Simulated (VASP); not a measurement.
Runs of VASP 6.6.1 on Al. The structure is cubic, space group Fm-3m (No. 225). The conventional cell has a = 4.050 Å, b = 4.050 Å, c = 4.050 Å, α = 90.00°, β = 90.00°, γ = 90.00°. Al (site symmetry m-3m) is surrounded by 12 Al at 2.86 Å. 

| task | level | potentials or basis | cell | k mesh | cutoff (eV) | mesh quality | gap on the mesh (eV) | pressure (GPa) | relaxed volume (Å³/atom) |
| --- | --- | --- | --- | --- | --- | --- | --- | --- | --- |
| relaxation of cell and atoms | PBE+D3(BJ) | VASP PAW PBE potentials, release 64 (Al) | relaxed | 18 × 18 × 18 | 600 | not flagged | none | 0.0 | 15.78 |
| single point | PBEsol | VASP PAW PBE potentials, release 64 (Al) | as given | 18 × 18 × 18 | 520 | not flagged | none | (a) | - |
| relaxation of cell and atoms | RPBE | VASP PAW PBE potentials, release 64 (Al) | relaxed | 18 × 18 × 18 | 600 | not flagged | none | 0.0 | (c) |
| relaxation of cell and atoms | LDA | VASP PAW LDA potentials, release 64 (Al) | relaxed | 18 × 18 × 18 | 600 | not flagged | none | 0.0 | 15.82 |
| relaxation of cell and atoms | PBE | VASP PAW PBE potentials, release 64 (Al) | relaxed | 18 × 18 × 18 | 600 | not flagged | none | 0.0 | 16.49 |
| relaxation of cell and atoms | PBEsol | VASP PAW PBE potentials, release 64 (Al) | relaxed | 18 × 18 × 18 | 480 | not flagged | none | 0.0 | 16.19 |
| relaxation of cell and atoms | PBEsol | VASP PAW PBE potentials, release 64 (Al) | relaxed | 6 × 6 × 6 | 600 | coarse | none | 0.0 | (b) |
| relaxation of cell and atoms | PBEsol | VASP PAW PBE potentials, release 64 (Al) | relaxed | 18 × 18 × 18 | 300 | not flagged | none | 0.0 | 16.18 |

Alike in all rows: no spin polarisation; smearing gaussian 0.1 eV.

Question: Estimate the missing entries.

Answer: (a) -1.9; (b) 16.30; (c) 16.77.

Caveats: some runs use coarse meshes; the PAW data sets were made with another functional, which shifts forces and pressure a little (some runs); pairwise dispersion overbinds metals, which lowers pressure and volume (some runs).

A k mesh can miss the band edges.

A gap of «none» marks a metal or a gap under the smearing width.

Not every run made on this cell is shown here.
